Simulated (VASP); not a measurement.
These are r2SCAN meta-GGA, VASP's PBE PAW potentials (set 64) (plane waves; VASP 6.6.1) values and carry that method's errors.

VASP input:

**KPOINTS**
```
Automatic mesh
0
Gamma
8 8 8
0 0 0
```

**POSCAR**
```
Cs
1
   -3.1110000000     3.1110000000     3.1110000000
    3.1110000000    -3.1110000000     3.1110000000
    3.1110000000     3.1110000000    -3.1110000000
Cs
1
Direct
  0.0000000000   0.0000000000   0.0000000000
```

### INCAR
```
LWAVE = F
LCHARG = F
SIGMA = 0.1   ! width (eV)
METAGGA = R2SCAN
ISMEAR = 1   ! Methfessel-Paxton
ENCUT = 400
LMAXMIX = 4   ! l cut-off of mixed one-centre charges
SYSTEM = Cs
ISIF = 2   ! forces and stress, cell fixed
LREAL = F   ! projection in real space or not
EDIFF = 1E-6   ! SCF stop (eV)
LMIXTAU = T
LASPH = T
ALGO = Normal   ! blocked Davidson
NELM = 100
PREC = Accurate
```

POTCAR, in this order: Cs_sv (PBE.64 set). Program: vasp_std.

Unless said otherwise, spin-orbit coupling is left out, though it shifts the bands of the heavy elements here.

Task: What does the run give for the energy per atom (σ→0), band gap (on the k-mesh)?

Result: 
- energy per atom (σ→0) = -25008 meV/atom
- band gap (on the k-mesh) = none (metal, semimetal or under 0.01 eV)

### OSZICAR
```
...
DAV:  30    -0.250092623982E+02   -0.73953E-04   -0.13804E-04   464   0.129E-01    0.627E-03
DAV:  31    -0.250092661765E+02   -0.37783E-05   -0.11865E-05   560   0.413E-02    0.605E-03
DAV:  32    -0.250092687103E+02   -0.25338E-05   -0.22730E-05   504   0.482E-02    0.340E-03
DAV:  33    -0.250092735929E+02   -0.48826E-05   -0.75303E-06   512   0.368E-02    0.266E-03
DAV:  34    -0.250092847569E+02   -0.11164E-04   -0.87426E-06   592   0.377E-02    0.143E-03
DAV:  35    -0.250092874527E+02   -0.26958E-05   -0.32118E-06   544   0.243E-02    0.132E-03
DAV:  36    -0.250092871640E+02    0.28871E-06   -0.89753E-07   512   0.898E-03
   1 F= -.25009287E+02 E0= -.25008385E+02  d E =-.270570E-02
```

The compound is Cs in the bcc structure. The cell was not relaxed at this level. The run is one of a series of settings (GGA removed, LMIXTAU = .TRUE., METAGGA = R2SCAN against the base run), some of them coarse on purpose.
